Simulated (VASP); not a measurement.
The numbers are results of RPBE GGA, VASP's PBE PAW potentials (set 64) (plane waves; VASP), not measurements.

A VASP calculation is set up with these files.

### POSCAR
```
BN
1
    1.2620721984    -2.1859735682    -0.0000000000
    1.2620721984     2.1859735682    -0.0000000000
    0.0000000000     0.0000000000     8.6709668089
B N
2 2
Direct
  0.3333330000   0.6666670000   0.2500000000
  0.6666670000   0.3333330000   0.7500000000
  0.6666670000   0.3333330000   0.2500000000
  0.3333330000   0.6666670000   0.7500000000
```

### INCAR
```
ALGO=Normal
EDIFF=1E-6
EDIFFG=-0.02
ENCUT=520
GGA=RP
IBRION=2
ISIF=3
ISMEAR=0
LASPH=T
LCHARG=F
LREAL=F
LWAVE=F
NELM=100
NSW=60
PREC=Accurate
SIGMA=0.05
SYSTEM=BN
```

File KPOINTS:
```
K-points
0
G
 9 9 3
0 0 0
```

POTCAR, in this order: B N (PBE.64 set). Program: vasp_std.

The resulting files:

**OSZICAR**
```
       N       E                     dE             d eps       ncg     rms          rms(c)
DAV:   1     0.782169812770E+02    0.78217E+02   -0.80349E+03   576   0.119E+03
DAV:   2    -0.313736201116E+02   -0.10959E+03   -0.97157E+02   836   0.258E+02
DAV:   3    -0.372518745076E+02   -0.58783E+01   -0.58352E+01   744   0.674E+01
DAV:   4    -0.373371344769E+02   -0.85260E-01   -0.85208E-01   712   0.887E+00
DAV:   5    -0.373387995776E+02   -0.16651E-02   -0.16640E-02   732   0.121E+00    0.112E+01
DAV:   6    -0.342031666831E+02    0.31356E+01   -0.78559E+00   696   0.229E+01    0.507E+00
DAV:   7    -0.339240234085E+02    0.27914E+00   -0.53815E-01   728   0.615E+00    0.317E+00
DAV:   8    -0.338316923615E+02    0.92331E-01   -0.36345E-01   728   0.447E+00    0.498E-01
DAV:   9    -0.338305689491E+02    0.11234E-02   -0.16467E-02   692   0.114E+00    0.190E-01
DAV:  10    -0.338329106095E+02   -0.23417E-02   -0.31424E-03   608   0.566E-01    0.521E-02
DAV:  11    -0.338330065379E+02   -0.95928E-04   -0.43778E-04   656   0.242E-01    0.287E-02
DAV:  12    -0.338330078265E+02   -0.12886E-05   -0.47744E-05   736   0.668E-02    0.659E-03
DAV:  13    -0.338330088575E+02   -0.10311E-05   -0.51686E-06   704   0.188E-02    0.193E-03
DAV:  14    -0.338330090003E+02   -0.14280E-06   -0.20806E-07   500   0.558E-03
   1 F= -.33833009E+02 E0= -.33833009E+02  d E =-.338330E+02
       N       E                     dE             d eps       ncg     rms          rms(c)
DAV:   1    -0.338333114579E+02   -0.30260E-03   -0.57624E-03   640   0.684E-01    0.774E-02
DAV:   2    -0.338331297174E+02    0.18174E-03   -0.31154E-04   672   0.160E-01    0.276E-02
DAV:   3    -0.338331020561E+02    0.27661E-04   -0.75327E-05   732   0.682E-02    0.102E-02
DAV:   4    -0.338330968648E+02    0.51913E-05   -0.10137E-05   732   0.281E-02    0.417E-03
DAV:   5    -0.338330957048E+02    0.11600E-05   -0.29766E-06   712   0.138E-02    0.241E-03
DAV:   6    -0.338330954205E+02    0.28427E-06   -0.28211E-07   484   0.600E-03
   2 F= -.33833095E+02 E0= -.33833095E+02  d E =-.864202E-04
       N       E                     dE             d eps       ncg     rms          rms(c)
DAV:   1    -0.338342503814E+02   -0.11547E-02   -0.28669E-02   640   0.152E+00    0.173E-01
DAV:   2    -0.338333439154E+02    0.90647E-03   -0.15619E-03   648   0.358E-01    0.616E-02
DAV:   3    -0.338332070885E+02    0.13683E-03   -0.37205E-04   728   0.152E-01    0.226E-02
DAV:   4    -0.338331814279E+02    0.25661E-04   -0.50510E-05   728   0.626E-02    0.926E-03
DAV:   5    -0.338331760633E+02    0.53646E-05   -0.14702E-05   716   0.307E-02    0.533E-03
DAV:   6    -0.338331749801E+02    0.10832E-05   -0.14850E-06   608   0.134E-02    0.780E-04
DAV:   7    -0.338331749802E+02   -0.17758E-09   -0.16908E-07   364   0.371E-03
   3 F= -.33833175E+02 E0= -.33833175E+02  d E =-.165980E-03
       N       E                     dE             d eps       ncg     rms          rms(c)
DAV:   1    -0.338331994701E+02   -0.24490E-04   -0.22425E-04   612   0.131E-01    0.125E-02
DAV:   2    -0.338331940402E+02    0.54299E-05   -0.74119E-06   668   0.252E-02    0.535E-03
DAV:   3    -0.338331927541E+02    0.12860E-05   -0.29236E-06   708   0.132E-02    0.203E-03
DAV:   4    -0.338331925621E+02    0.19209E-06   -0.38561E-07   340   0.579E-03
   4 F= -.33833193E+02 E0= -.33833193E+02  d E =-.175818E-04
       N       E                     dE             d eps       ncg     rms          rms(c)
DAV:   1    -0.338333070790E+02   -0.11432E-03   -0.20040E-03   604   0.391E-01    0.370E-02
DAV:   2    -0.338332587211E+02    0.48358E-04   -0.65034E-05   636   0.745E-02    0.159E-02
DAV:   3    -0.338332466249E+02    0.12096E-04   -0.26360E-05   704   0.394E-02    0.610E-03
DAV:   4    -0.338332448893E+02    0.17356E-05   -0.39503E-06   740   0.174E-02    0.238E-03
DAV:   5    -0.338332445323E+02    0.35700E-06   -0.96027E-07   488   0.849E-03
   5 F= -.33833245E+02 E0= -.33833245E+02  d E =-.695521E-04
       N       E                     dE             d eps       ncg     rms          rms(c)
DAV:   1    -0.338335936808E+02   -0.34879E-03   -0.80457E-03   604   0.783E-01    0.739E-02
DAV:   2    -0.338334023065E+02    0.19137E-03   -0.25811E-04   648   0.149E-01    0.319E-02
DAV:   3    -0.338333540412E+02    0.48265E-04   -0.10578E-04   708   0.790E-02    0.121E-02
DAV:   4    -0.338333472888E+02    0.67523E-05   -0.15507E-05   740   0.345E-02    0.472E-03
DAV:   5    -0.338333459692E+02    0.13196E-05   -0.42678E-06   700   0.169E-02    0.271E-03
DAV:   6    -0.338333456149E+02    0.35431E-06   -0.43063E-07   488   0.747E-03
   6 F= -.33833346E+02 E0= -.33833346E+02  d E =-.170635E-03
       N       E                     dE             d eps       ncg     rms          rms(c)
DAV:   1    -0.338345334688E+02   -0.11875E-02   -0.32139E-02   604   0.156E+00    0.148E-01
DAV:   2    -0.338337638743E+02    0.76959E-03   -0.10403E-03   644   0.298E-01    0.637E-02
DAV:   3    -0.338335710467E+02    0.19283E-03   -0.42267E-04   708   0.158E-01    0.243E-02
DAV:   4    -0.338335438247E+02    0.27222E-04   -0.62445E-05   740   0.691E-02    0.949E-03
DAV:   5    -0.338335386010E+02    0.52237E-05   -0.17273E-05   700   0.340E-02    0.543E-03
DAV:   6    -0.338335373533E+02    0.12478E-05   -0.18556E-06   600   0.150E-02    0.632E-04
DAV:   7    -0.338335373498E+02    0.35136E-08   -0.15973E-07   388   0.381E-03
   7 F= -.33833537E+02 E0= -.33833537E+02  d E =-.362370E-03
       N       E                     dE             d eps       ncg     rms          rms(c)
DAV:   1    -0.338378390100E+02   -0.43017E-02   -0.12754E-01   604   0.311E+00    0.295E-01
DAV:   2    -0.338347813779E+02    0.30576E-02   -0.41141E-03   640   0.594E-01    0.127E-01
DAV:   3    -0.338340119687E+02    0.76941E-03   -0.16856E-03   708   0.315E-01    0.484E-02
DAV:   4    -0.338339034956E+02    0.10847E-03   -0.24825E-04   732   0.138E-01    0.189E-02
DAV:   5    -0.338338825011E+02    0.20994E-04   -0.69143E-05   700   0.678E-02    0.108E-02
DAV:   6    -0.338338776598E+02    0.48413E-05   -0.78813E-06   680   0.300E-02    0.109E-03
DAV:   7    -0.338338776321E+02    0.27743E-07   -0.23734E-07   464   0.476E-03
   8 F= -.33833878E+02 E0= -.33833878E+02  d E =-.702652E-03
       N       E                     dE             d eps       ncg     rms          rms(c)
DAV:   1    -0.338500710087E+02   -0.16193E-01   -0.50310E-01   612   0.617E+00    0.586E-01
DAV:   2    -0.338379822862E+02    0.12089E-01   -0.16126E-02   644   0.118E+00    0.252E-01
DAV:   3    -0.338349198491E+02    0.30624E-02   -0.67223E-03   708   0.630E-01    0.963E-02
DAV:   4    -0.338344894683E+02    0.43038E-03   -0.98690E-04   720   0.274E-01    0.379E-02
DAV:   5    -0.338344021382E+02    0.87330E-04   -0.27967E-04   700   0.136E-01    0.215E-02
DAV:   6    -0.338343813003E+02    0.20838E-04   -0.33105E-05   672   0.605E-02    0.214E-03
DAV:   7    -0.338343812011E+02    0.99227E-07   -0.93999E-07   500   0.937E-03
   9 F= -.33834381E+02 E0= -.33834381E+02  d E =-.120622E-02
       N       E                     dE             d eps       ncg     rms          rms(c)
DAV:   1    -0.338961032910E+02   -0.61722E-01   -0.19568E+00   612   0.121E+01    0.115E+00
DAV:   2    -0.338489743786E+02    0.47129E-01   -0.61981E-02   636   0.231E+00    0.498E-01
DAV:   3    -0.338367977748E+02    0.12177E-01   -0.26713E-02   708   0.125E+00    0.191E-01
DAV:   4    -0.338351145238E+02    0.16833E-02   -0.38715E-03   720   0.543E-01    0.755E-02
DAV:   5    -0.338347354072E+02    0.37912E-03   -0.11370E-03   692   0.271E-01    0.422E-02
DAV:   6    -0.338346349540E+02    0.10045E-03   -0.14518E-04   668   0.122E-01    0.426E-03
DAV:   7    -0.338346344027E+02    0.55136E-06   -0.44128E-06   688   0.183E-02
  10 F= -.33834634E+02 E0= -.33834634E+02  d E =-.145942E-02
```

### OUTCAR
```
------------------------ aborting loop because EDIFF is reached ----------------------------------------
  FORCE on cell =-STRESS in cart. coord.  units (eV):
  Direction    XX          YY          ZZ          XY          YZ          ZX
  --------------------------------------------------------------------------------------
  Total        0.0102756      0.0102756     -0.0090705      0.0000000      0.0000000      0.0000000
  in kB        0.3303696      0.3303697     -0.2916239      0.0000000      0.0000000      0.0000000
  external PRESSURE =       0.1230385 kB  Pullay stress =       0.0000000 kB
  volume of cell :       49.83
      direct lattice vectors                 reciprocal lattice vectors
     1.262149363 -2.186107221  0.000000000     0.396149628 -0.228717052  0.000000000
     1.262149363  2.186107221  0.000000000     0.396149628  0.228717052  0.000000000
    -0.000000000  0.000000000  9.030404095    -0.000000000 -0.000000000  0.110737016
  FREE ENERGIE OF THE ION-ELECTRON SYSTEM (eV)
  ---------------------------------------------------
  free  energy   TOTEN  =       -33.8346344027 eV

  energy  without entropy=      -33.8346344027  energy(sigma->0) =      -33.83463440

 reached required accuracy - stopping structural energy minimisation
```
(Selected blocks of OUTCAR.)

CONTCAR:
```
BN
   1.00000000000000
     1.2621493629175344   -2.1861072211263322    0.0000000000000000
     1.2621493629175344    2.1861072211263322    0.0000000000000000
    -0.0000000000000000    0.0000000000000000    9.0304040945846946
  B               N
     2     2
Direct
     0.3333330000000032    0.6666669999999968    0.2500000000000000
     0.6666669999999968    0.3333330000000032    0.7500000000000000
     0.6666669999999968    0.3333330000000032    0.2500000000000000
     0.3333330000000032    0.6666669999999968    0.7500000000000000
```

### OUTCAR
```
 val. band max:        0.1796686616   @ k =   0.3333   0.3333   0.3333

 cond. band min:       4.6297172764   @ k =   0.0000   0.0000   0.0000


 Fermi energy:         0.4104198311

 k-point     1 :       0.0000    0.0000    0.0000
  band No.  band energies     occupation
      1     -17.4231      2.00000
      2     -17.4054      2.00000
      3      -5.0866      2.00000
      4      -4.7363      2.00000
      5      -1.1644      2.00000
      6      -1.1643      2.00000
      7      -1.1636      2.00000
      8      -1.1635      2.00000
      9       4.6297      0.00000
     10       7.4375      0.00000
     11       9.3481      0.00000
     12      11.6216      0.00000

 k-point     2 :       0.1111   -0.0000    0.0000
  band No.  band energies     occupation
      1     -17.1900      2.00000
      2     -17.1730      2.00000
      3      -4.7716      2.00000
      4      -4.4298      2.00000
      5      -2.1235      2.00000
      6      -2.1195      2.00000
      7      -1.5944      2.00000
      8      -1.5932      2.00000
      9       5.0417      0.00000
     10       7.6709      0.00000
     11       9.7515      0.00000
     12      11.4473      0.00000

 k-point     3 :       0.2222    0.0000    0.0000
  band No.  band energies     occupation
      1     -16.5167      2.00000
      2     -16.5017      2.00000
      3      -4.2939      2.00000
      4      -4.2897      2.00000
      5      -3.8540      2.00000
      6      -3.5395      2.00000
      7      -2.5104      2.00000
      8      -2.5087      2.00000
      9       6.1590      0.00000
     10       8.0552      0.00000
     11       9.8491      0.00000
     12      10.1196      0.00000

 k-point     4 :       0.3333    0.0000    0.0000
  band No.  band energies     occupation
      1     -15.5162      2.00000
      2     -15.5046      2.00000
      3      -6.6530      2.00000
      4      -6.6502      2.00000
      5      -3.3581      2.00000
      6      -3.3561      2.00000
...
```

Energy and stress use the plane-wave basis of the starting cell. Without a dispersion term in the relaxation, distances and binding between the weakly bound layers, chains or molecules are unreliable, and so is what depends on them.

The compound is BN in the hex structure. This run relaxes it. Symmetry was kept, so distortions that lower it aren't found. The start is the result of an earlier pass.
